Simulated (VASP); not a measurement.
```
V
1.0
   -1.45238     1.45238     1.45238
    1.45238    -1.45238     1.45238
    1.45238     1.45238    -1.45238
V
1
Direct
  0.00000   0.00000   0.00000
```

The numbers are results of revTPSS meta-GGA, VASP's PBE PAW potentials (set 64) (plane waves; VASP), not measurements. Run with 520 eV cut-off, 17×17×17 Γ-centred mesh, first-order Methfessel-Paxton smearing of 0.10 eV, potentials V_sv.

Question: Give the stress tensor in GPa (positive for a compressed cell).

Answer: 
```
14.52   0.00   0.00
 0.00  14.52   0.00
 0.00   0.00  14.52
```
The pressure is its mean diagonal, 14.52 GPa.

The compound is V in the bcc structure. This cell is one point of a volume scan, at 0.94 of the reference volume. The run is not spin-polarised, so no magnetic state was tried.
